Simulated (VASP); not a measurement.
A VASP calculation is set up with these files.

POSCAR:
```
Be
1.0
  1.1309472153  -1.9588578694   0.0000000000
  1.1309472153   1.9588578694   0.0000000000
  0.0000000000   0.0000000000   3.5736815000
Be
2
Cartesian
  1.1309472153   0.6529539290   0.8934203750
  1.1309472153  -0.6529539290   2.6802611250
```

File KPOINTS:
```
Automatic mesh
0
Gamma
18 18 10
0 0 0
```

INCAR:
```
! general
SYSTEM  = Be
PREC    = Accurate
ENCUT   = 500   ! plane-wave cut-off (eV)
LREAL   = .FALSE.
LASPH   = .TRUE.   ! aspherical one-centre terms

! electronic loop
EDIFF   = 1E-6   ! SCF stop (eV)
NELM    = 100   ! most electronic steps
ALGO    = Normal   ! blocked Davidson

! smearing
ISMEAR  = 1   ! Methfessel-Paxton
SIGMA   = 0.1   ! width (eV)

! functional
GGA     = PE   ! PBE

! ions
IBRION  = 2   ! conjugate gradients
NSW     = 40   ! most ionic steps
ISIF    = 3   ! ions, shape and volume
EDIFFG  = -0.02   ! ionic stop
PSTRESS = 50   ! kbar

! output
LWAVE   = .FALSE.
LCHARG  = .FALSE.
```

POTCAR, in this order: Be (PBE.64 set). Program: vasp_std.

### Question
Write an equivalent input for Ansatz.

### Answer
One equivalent input (not run):
Ansatz 0.2 input:
```yaml
crystal:
  lattice:
    - [1.1309472, -1.9588579, 0.0000000]
    - [1.1309472, 1.9588579, 0.0000000]
    - [0.0000000, 0.0000000, 3.5736815]
  atoms:
    - { symbol: Be, position: [0.3333330, 0.6666670, 0.2500000] }
    - { symbol: Be, position: [0.6666670, 0.3333330, 0.7500000] }
kpoints:
  mp_grid: { grid: [18, 18, 10] }
hamiltonian:
  xc: pbe
  pseudopotentials: { kind: paw }
scf:
  occupations: { method: methfessel_paxton, width: 0.1 }
  max_iter: 100
relax:
  max_steps: 40
  f_tol: 0.02
  cell: { p_target: 5 }
output: { forces: true, stress: true, eigenvalues: true }
```
Limits of the translation: each code has its own PAW files, so the cut-off isn't converted (ENCUT is set for VASP's; basis.ecutwfc is left out, and Ansatz then takes the one that its files recommend); Ansatz stops its SCF on the density residual and VASP on the energy change (EDIFF).

The compound is Be in the hcp structure. This run relaxes it under an external pressure of 5 GPa. Symmetry was kept, so distortions that lower it aren't found.
